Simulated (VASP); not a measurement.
Method: LDA (Ceperley-Alder, Perdew-Zunger), VASP's LDA PAW potentials (set 64) (plane waves; VASP).

VASP input:

### INCAR
```
! general
SYSTEM   =  Be
PREC     =  Accurate
ENCUT    =  500
LREAL    =  .FALSE.
LASPH    =  .TRUE.

! electronic loop
EDIFF    =  1E-6
NELM     =  100
ALGO     =  Normal

! smearing
ISMEAR   =  1
SIGMA    =  0.1

! ions
IBRION   =  2
NSW      =  40
ISIF     =  3
EDIFFG   =  -0.02
PSTRESS  =  450

! output
LWAVE    =  .FALSE.
LCHARG   =  .FALSE.
```

POSCAR:
```
Be
1
    1.0514442713    -1.8211546681     0.0000000000
    1.0514442713     1.8211546681     0.0000000000
   -0.0000000000     0.0000000000     3.3298914167
Be
2
Direct
  0.3333330000   0.6666670000   0.2500000000
  0.6666670000   0.3333330000   0.7500000000
```

### KPOINTS
```
Automatic
0
gamma
20 20 11
0 0 0
```

POTCAR, in this order: Be (LDA.64 set). Program: vasp_std.

Output

**OSZICAR**
```
       N       E                     dE             d eps       ncg     rms          rms(c)
DAV:   1    -0.368908743864E+01   -0.36891E+01   -0.19088E+03  3240   0.552E+02
DAV:   2    -0.830346694515E+01   -0.46144E+01   -0.44285E+01  4680   0.548E+01
DAV:   3    -0.831915858227E+01   -0.15692E-01   -0.15692E-01  4074   0.362E+00
DAV:   4    -0.831916232209E+01   -0.37398E-05   -0.37398E-05  4452   0.536E-02
DAV:   5    -0.831916232234E+01   -0.25224E-09   -0.89668E-09  3966   0.414E-04    0.152E+00
DAV:   6    -0.824962999767E+01    0.69532E-01   -0.49762E-03  3540   0.782E-01    0.919E-01
DAV:   7    -0.821959186240E+01    0.30038E-01   -0.73236E-03  3654   0.939E-01    0.322E-02
DAV:   8    -0.821957705104E+01    0.14811E-04   -0.14549E-05  4620   0.440E-02    0.789E-03
DAV:   9    -0.821957523461E+01    0.18164E-05   -0.94582E-07  3594   0.107E-02    0.713E-04
DAV:  10    -0.821957522520E+01    0.94087E-08   -0.35390E-09  2268   0.641E-04
   1 F= -.46378267E+01 E0= -.46378519E+01  d E =-.463783E+01
       N       E                     dE             d eps       ncg     rms          rms(c)
DAV:   1    -0.795241856942E+01    0.26716E+00   -0.18624E-01  3252   0.549E+00    0.204E-01
DAV:   2    -0.795084690318E+01    0.15717E-02   -0.25304E-04  4716   0.195E-01    0.127E-01
DAV:   3    -0.794999935951E+01    0.84754E-03   -0.17141E-04  3546   0.184E-01    0.654E-03
DAV:   4    -0.794999019553E+01    0.91640E-05   -0.16253E-06  3942   0.166E-02    0.162E-03
DAV:   5    -0.794998978405E+01    0.41149E-06   -0.13584E-07  2076   0.499E-03
   2 F= -.46670394E+01 E0= -.46670454E+01  d E =-.292127E-01
       N       E                     dE             d eps       ncg     rms          rms(c)
DAV:   1    -0.804517631832E+01   -0.95186E-01   -0.16218E-02  3246   0.160E+00    0.625E-02
DAV:   2    -0.804502727413E+01    0.14904E-03   -0.23620E-05  4740   0.567E-02    0.390E-02
DAV:   3    -0.804494518574E+01    0.82088E-04   -0.16934E-05  3510   0.571E-02    0.214E-03
DAV:   4    -0.804494421559E+01    0.97015E-06   -0.17999E-07  2508   0.549E-03
   3 F= -.46741100E+01 E0= -.46741220E+01  d E =-.362833E-01
       N       E                     dE             d eps       ncg     rms          rms(c)
DAV:   1    -0.804906546041E+01   -0.41203E-02   -0.34257E-05  3276   0.737E-02    0.289E-03
DAV:   2    -0.804906511651E+01    0.34390E-06   -0.49988E-08  3156   0.267E-03
   4 F= -.46740959E+01 E0= -.46741083E+01  d E =-.362692E-01
       N       E                     dE             d eps       ncg     rms          rms(c)
DAV:   1    -0.804850153937E+01    0.56392E-03   -0.10475E-03  3954   0.226E-01    0.100E-02
DAV:   2    -0.804850085967E+01    0.67970E-06   -0.34965E-06  3516   0.171E-02
   5 F= -.46742010E+01 E0= -.46742100E+01  d E =-.105069E-03
```

**OUTCAR**
```
------------------------ aborting loop because EDIFF is reached ----------------------------------------
  FORCE on cell =-STRESS in cart. coord.  units (eV):
  Direction    XX          YY          ZZ          XY          YZ          ZX
  --------------------------------------------------------------------------------------
  Total        3.3475353      3.3475342      3.3573229      0.0000000      0.0000000      0.0000000
  in kB      446.4306499    446.4305092    447.7359409      0.0000000      0.0000000      0.0000000
  external PRESSURE =      -3.1343000 kB  Pullay stress =     450.0000000 kB
  volume of cell :       12.01
      direct lattice vectors                 reciprocal lattice vectors
     1.029907209 -1.783851331 -0.000000000     0.485480630 -0.280292416 -0.000000000
     1.029907209  1.783851331  0.000000000     0.485480630  0.280292416 -0.000000000
     0.000000000 -0.000000000  3.269602769    -0.000000000 -0.000000000  0.305847551
 POSITION                                       TOTAL-FORCE (eV/Angst)
 -----------------------------------------------------------------------------------
      1.02991      0.59462      0.81740        -0.000000     -0.000000      0.000000
      1.02991     -0.59462      2.45220         0.000000      0.000000      0.000000
 -----------------------------------------------------------------------------------
    total drift:                                0.000001     -0.000003      0.000004
  FREE ENERGIE OF THE ION-ELECTRON SYSTEM (eV)
  ---------------------------------------------------
  free  energy   TOTEN  =        -8.0485008597 eV

  energy  without entropy=       -8.0485277933  energy(sigma->0) =       -8.04850984
  enthalpy is  TOTEN    =        -4.6742009972 eV   P V=        3.3742998625

 reached required accuracy - stopping structural energy minimisation
```
(Selected blocks of OUTCAR.)

CONTCAR:
```
Be
   1.00000000000000
     1.0299072085614331   -1.7838513313582702   -0.0000000000000000
     1.0299072085614331    1.7838513313582702    0.0000000000000000
     0.0000000000000000   -0.0000000000000000    3.2696027686998557
  Be
     2
Direct
     0.3333330000000032    0.6666669999999968    0.2500000000000000
     0.6666669999999968    0.3333330000000032    0.7500000000000000
```

Energy and stress use the plane-wave basis of the starting cell.

The compound is Be in the hcp structure. This run relaxes it under an external pressure of 45 GPa. Symmetry was kept, so distortions that lower it aren't found.
